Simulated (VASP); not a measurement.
All values below come from LDA (Ceperley-Alder, Perdew-Zunger), VASP's LDA PAW potentials (set 64) (plane waves; VASP).

VASP ran on this input.

File KPOINTS:
```
Automatic mesh
0
Gamma
12 12 9
0 0 0
```

POSCAR:
```
MgB2
1
    1.4947895792    -2.5890509862     0.0000000000
    1.4947895792     2.5890509862     0.0000000000
    0.0000000000     0.0000000000     3.3483882653
Mg B
1 2
Direct
  0.0000000000   0.0000000000   0.0000000000
  0.3333330000   0.6666670000   0.5000000000
  0.6666670000   0.3333330000   0.5000000000
```

### INCAR
```
ISIF = 3   ! ions, shape and volume
PREC = Accurate
PSTRESS = 200
LCHARG = .FALSE.
SYSTEM = MgB2
ENCUT = 620   ! plane-wave cut-off (eV)
LWAVE = .FALSE.
LREAL = .FALSE.   ! projection in real space or not
EDIFF = 1E-6   ! SCF stop (eV)
NSW = 40   ! most ionic steps
IBRION = 2
ISMEAR = 1
NELM = 100   ! most electronic steps
LASPH = .TRUE.
EDIFFG = -0.02
SIGMA = 0.1   ! width (eV)
ALGO = Normal   ! blocked Davidson
```

POTCAR, in this order: Mg B (LDA.64 set). Program: vasp_std.

The resulting files:

### OUTCAR
```
 ion  position               nearest neighbor table
   1  0.000  0.000  0.000-   2 2.40   3 2.40   2 2.40   3 2.40   3 2.40   3 2.40   2 2.40   2 2.40
                             3 2.40   3 2.40   2 2.40   2 2.40
   2  0.333  0.667  0.500-   3 1.73   3 1.73   3 1.73   1 2.40   1 2.40   1 2.40   1 2.40   1 2.40
                             1 2.40
   3  0.667  0.333  0.500-   2 1.73   2 1.73   2 1.73   1 2.40   1 2.40   1 2.40   1 2.40   1 2.40
                             1 2.40
  LATTYP: Found a hexagonal cell.
 ALAT       =     2.9895787153
 C/A-ratio  =     1.1200201045
 Subroutine PRICEL returns:
 Original cell was already a primitive cell.
 Subroutine GETGRP returns: Found 24 space group operations
The static configuration has the point symmetry D_6h.
The dynamic configuration has the point symmetry D_6h.
 Subroutine INISYM returns: Found 24 space group operations
 Subroutine IBZKPT returns following result:
 Found     95 irreducible k-points:

 Following reciprocal coordinates:
            Coordinates               Weight
  0.000000  0.000000  0.000000      1.000000
  0.083333  0.000000  0.000000      6.000000
  0.166667 -0.000000  0.000000      6.000000
  0.250000  0.000000  0.000000      6.000000
...
```

### OSZICAR
```
       N       E                     dE             d eps       ncg     rms          rms(c)
DAV:   1     0.850117100986E+01    0.85012E+01   -0.46326E+03  1632   0.997E+02
DAV:   2    -0.189414089881E+02   -0.27443E+02   -0.26417E+02  2184   0.130E+02
DAV:   3    -0.192567186479E+02   -0.31531E+00   -0.31521E+00  1920   0.168E+01
DAV:   4    -0.192570640451E+02   -0.34540E-03   -0.34540E-03  2320   0.541E-01
DAV:   5    -0.192570642184E+02   -0.17330E-06   -0.17373E-06  1968   0.980E-03    0.555E+00
DAV:   6    -0.175545031105E+02    0.17026E+01   -0.27960E+00  1656   0.959E+00    0.252E+00
DAV:   7    -0.172596085858E+02    0.29489E+00   -0.14516E+00  1832   0.677E+00    0.696E-01
DAV:   8    -0.172562011671E+02    0.34074E-02   -0.12606E-01  1640   0.238E+00    0.355E-01
DAV:   9    -0.172486031227E+02    0.75980E-02   -0.23504E-02  1760   0.875E-01    0.486E-02
DAV:  10    -0.172485485815E+02    0.54541E-04   -0.10100E-03  2152   0.222E-01    0.206E-02
DAV:  11    -0.172485391383E+02    0.94432E-05   -0.74702E-05  1704   0.567E-02    0.376E-03
DAV:  12    -0.172485381791E+02    0.95918E-06   -0.58186E-06  1784   0.149E-02
   1 F= -.14013303E+02 E0= -.14013437E+02  d E =-.140133E+02
       N       E                     dE             d eps       ncg     rms          rms(c)
DAV:   1    -0.170345394464E+02    0.21400E+00   -0.98496E-01  1624   0.125E+01    0.625E-01
DAV:   2    -0.170217052608E+02    0.12834E-01   -0.24008E-02  1920   0.109E+00    0.308E-01
DAV:   3    -0.170186062482E+02    0.30990E-02   -0.96852E-03  1800   0.625E-01    0.616E-02
DAV:   4    -0.170184689091E+02    0.13734E-03   -0.17037E-04  1808   0.110E-01    0.105E-02
DAV:   5    -0.170184657959E+02    0.31132E-05   -0.20833E-06  2224   0.135E-02    0.294E-03
DAV:   6    -0.170184656363E+02    0.15969E-06   -0.25016E-07  1024   0.332E-03
   2 F= -.14029297E+02 E0= -.14029417E+02  d E =-.159943E-01
       N       E                     dE             d eps       ncg     rms          rms(c)
DAV:   1    -0.171453585097E+02   -0.12689E+00   -0.17112E-01  1632   0.511E+00    0.264E-01
DAV:   2    -0.171430105309E+02    0.23480E-02   -0.44217E-03  1920   0.467E-01    0.128E-01
DAV:   3    -0.171424742731E+02    0.53626E-03   -0.15875E-03  1808   0.250E-01    0.278E-02
DAV:   4    -0.171424458219E+02    0.28451E-04   -0.28394E-05  1776   0.450E-02    0.443E-03
DAV:   5    -0.171424452312E+02    0.59075E-06   -0.41368E-07  1568   0.570E-03
   3 F= -.14050431E+02 E0= -.14050571E+02  d E =-.371287E-01
       N       E                     dE             d eps       ncg     rms          rms(c)
DAV:   1    -0.171393431498E+02    0.31027E-02   -0.51457E-02  2048   0.179E+00    0.134E-01
DAV:   2    -0.171383059284E+02    0.10372E-02   -0.21641E-03  2048   0.318E-01    0.625E-02
DAV:   3    -0.171380636543E+02    0.24227E-03   -0.10993E-03  1776   0.192E-01    0.106E-02
DAV:   4    -0.171380603671E+02    0.32872E-05   -0.32233E-05  1696   0.455E-02    0.406E-03
DAV:   5    -0.171380594199E+02    0.94722E-06   -0.34969E-06  1864   0.113E-02
   4 F= -.14052116E+02 E0= -.14052240E+02  d E =-.168424E-02
```

OUTCAR:
```
------------------------ aborting loop because EDIFF is reached ----------------------------------------
  FORCE on cell =-STRESS in cart. coord.  units (eV):
  Direction    XX          YY          ZZ          XY          YZ          ZX
  --------------------------------------------------------------------------------------
  Total        3.0884416      3.0884402      3.0706386      0.0000000     -0.0000000      0.0000000
  in kB      200.1618887    200.1617992    199.0080806      0.0000000     -0.0000000      0.0000000
  external PRESSURE =      -0.2227438 kB  Pullay stress =     200.0000000 kB
  volume of cell :       24.72
      direct lattice vectors                 reciprocal lattice vectors
     1.475713761 -2.556010640  0.000000000     0.338819094 -0.195617339 -0.000000000
     1.475713761  2.556010640 -0.000000000     0.338819094  0.195617339 -0.000000000
     0.000000000  0.000000000  3.276980092    -0.000000000  0.000000000  0.305159010
 POSITION                                       TOTAL-FORCE (eV/Angst)
 -----------------------------------------------------------------------------------
      1.47571      2.55601     -0.00000        -0.000000     -0.000000     -0.000000
      1.47571      0.85201      1.63849        -0.000000     -0.000000      0.000000
      1.47571     -0.85201      1.63849         0.000000      0.000000     -0.000000
 -----------------------------------------------------------------------------------
    total drift:                                0.000000     -0.000000      0.000000
  FREE ENERGIE OF THE ION-ELECTRON SYSTEM (eV)
  ---------------------------------------------------
  free  energy   TOTEN  =       -17.1380594199 eV

  energy  without entropy=      -17.1384328668  energy(sigma->0) =      -17.13818390
  enthalpy is  TOTEN    =       -14.0521157345 eV   P V=        3.0859436854

 reached required accuracy - stopping structural energy minimisation
```
(Selected blocks of OUTCAR.)

CONTCAR:
```
MgB2
   1.00000000000000
     1.4757137610470219   -2.5560106403410296    0.0000000000000000
     1.4757137610470219    2.5560106403410296   -0.0000000000000000
     0.0000000000000000    0.0000000000000000    3.2769800922450587
  Mg              B
     1     2
Direct
     0.0000000000000000    1.0000000000000000    0.0000000000000000
     0.3333330000000032    0.6666669999999968    0.5000000000000000
     0.6666669999999968    0.3333330000000032    0.5000000000000000
```

Energy and stress use the plane-wave basis of the starting cell.

The compound is MgB2 in the AlB2 type structure. This run relaxes it under an external pressure of 20 GPa. Symmetry was kept, so distortions that lower it aren't found.
